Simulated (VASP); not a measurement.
VASP input:

**INCAR**
```
ALGO = Normal
EDIFF = 1E-6
ENCUT = 300
GGA = PS
ISIF = 2
ISMEAR = -1
LASPH = .TRUE.
LCHARG = .FALSE.
LMAXMIX = 4
LREAL = .FALSE.
LWAVE = .FALSE.
NELM = 100
PREC = Accurate
SIGMA = 0.1
SYSTEM = TiS
```

File POSCAR:
```
TiS
1
    1.6743300000     0.9666750000     8.6419660000
   -1.6743300000     0.9666750000     8.6419660000
    0.0000000000    -1.9333500000     8.6419660000
Ti S
3 3
Direct
  0.4997690000   0.5064750000   0.4858400000
  0.3320380000   0.4366160000   0.3614030000
  0.6399640000   0.5868760000   0.6373310000
  0.0236910000  -0.0012300000  -0.0082480000
  0.2503100000   0.2211610000   0.2141110000
  0.7542280000   0.7501020000   0.8095640000
```

### KPOINTS
```
K-points
0
Gamma
  4 4 4
```

POTCAR, in this order: Ti_sv S (PBE.64 set). Program: vasp_std.

### Question
Write an equivalent input for Quantum ESPRESSO's pw.x.

### Answer
One equivalent input (not run):
```
&CONTROL
  calculation = 'scf'
  pseudo_dir = './pseudo'
  outdir = './out'
  tprnfor = .true.
  tstress = .true.
/
&SYSTEM
  ibrav = 0
  nat = 6
  ntyp = 2
  ecutwfc = 84
  occupations = 'smearing'
  smearing = 'fermi-dirac'
  degauss = 0.00735
  input_dft = 'pbesol'
/
&ELECTRONS
  conv_thr = 7.3e-08
  electron_maxstep = 100
/
ATOMIC_SPECIES
  Ti 47.867 Ti.upf
  S 32.060 S.upf
CELL_PARAMETERS angstrom
     1.6743300    0.9666750    8.6419660
    -1.6743300    0.9666750    8.6419660
     0.0000000   -1.9333500    8.6419660
ATOMIC_POSITIONS crystal
  Ti   0.4997690  0.5064750  0.4858400
  Ti   0.3320380  0.4366160  0.3614030
  Ti   0.6399640  0.5868760  0.6373310
  S    0.0236910 -0.0012300 -0.0082480
  S    0.2503100  0.2211610  0.2141110
  S    0.7542280  0.7501020  0.8095640
K_POINTS automatic
  4 4 4 0 0 0
```
The two are equivalent in intent, not identical: the potentials are each code's own (VASP's PAW set, PseudoDojo norm-conserving files in pw.x), so ENCUT and ecutwfc are chosen apart and not converted; conv_thr bounds pw.x's estimated SCF error, while EDIFF bounds the energy change between steps.

The structure comes from a measured TiS entry of the Crystallography Open Database, whose conditions weren't checked. The cell was not relaxed at this level, atoms are displaced from their ideal sites. The k-mesh is coarse (spacing up to 0.55 per Å, 2π included), so the numbers may not be converged in it.
